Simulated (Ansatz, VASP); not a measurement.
# Al3Cl in VASP and in Ansatz

INCAR

```
  PREC = Accurate
  ENCUT = 520
  EDIFF = 1E-6
  ISMEAR = 0
  SIGMA = 0.1
  LREAL = F
  LASPH = T
  NELM = 100
  ALGO = Normal
  ISIF = 2
  LWAVE = F
  LCHARG = F
  LDIPOL = T
  IDIPOL = 3
  DIPOL = 0.5 0.5 0.370
  GGA = PE
  IBRION = 2
  NSW = 36
  EDIFFG = -0.025
```

Contents of KPOINTS:

```
regular mesh
0
Gamma
  9 9 1
```

The input POSCAR:

```
Al3Cl
1.0
    2.8567582918      0.0000000000      0.0000000000
   -1.4283791459      2.4740252532      0.0000000000
    0.0000000000      0.0000000000     20.1013782055
Al Cl
3 1
Selective dynamics
Direct
    0.6666666667      0.3333333333      0.1989913308  F F F
    0.3333333333      0.6666666667      0.3134471548  F F F
    0.0000000000      0.0000000000      0.4278999240  F F F
    0.0000000000      0.0000000000      0.5393350692  F F T
```

Input for Ansatz:

```yaml
crystal:
  lattice:
    - [2.8567582918, 0.0, 0.0]
    - [-1.4283791459, 2.4740252532, 0.0]
    - [0.0, 0.0, 20.1013782055]
  atoms:
    - { symbol: Al, position: [0.6666666667, 0.3333333333, 0.1989913308] }
    - { symbol: Al, position: [0.3333333333, 0.6666666667, 0.3134471548] }
    - { symbol: Al, position: [0.0, 0.0, 0.427899924] }
    - { symbol: Cl, position: [0.0, 0.0, 0.5393350692] }
basis:
  ecutwfc: 420
kpoints:
  mp_grid: { grid: [9, 9, 1] }
hamiltonian:
  xc: pbe
  pseudopotentials: { kind: paw, azcp: { folder: soft_1 } }
scf:
  occupations: { method: gaussian, width: 0.1 }
output:
  forces: true
  eigenvalues: true
relax:
  adjacent_minimum: "off"
  f_tol: 0.025
  max_steps: 16
  constraints: [{ sites: [0, 1, 2] }, { sites: [3], fix: xy }]
efield:
  axis: 3
  dipole_correction: true
  ramp_width: 0.04
```

Alike in both runs: task relaxation of the atoms; functional PBE; k mesh 9 × 9 × 1; occupations gaussian, width 0.1 eV; no spin polarisation.

|  | VASP | Ansatz |
| --- | --- | --- |
| version | VASP 6.6.1 | Ansatz 0.2.0 |
| potentials or method | VASP PAW PBE potentials, release 64 (Al, Cl) | scalar-relativistic, plane waves, PAW |
| plane-wave cutoff (eV) | 520 | 420 |
| valence electrons in the cell | 16 | 16 |

```csv
,VASP,Ansatz,Ansatz less VASP
"gap on the k mesh at the Fermi level, each at its own relaxed structure (eV)",none,none,-
energy change over the relaxation (meV/atom),-6,-6,+0.4
```

A gap of «none» marks a metal or a gap that the smearing closes. Ansatz warned: «vacuum_below_fermi».
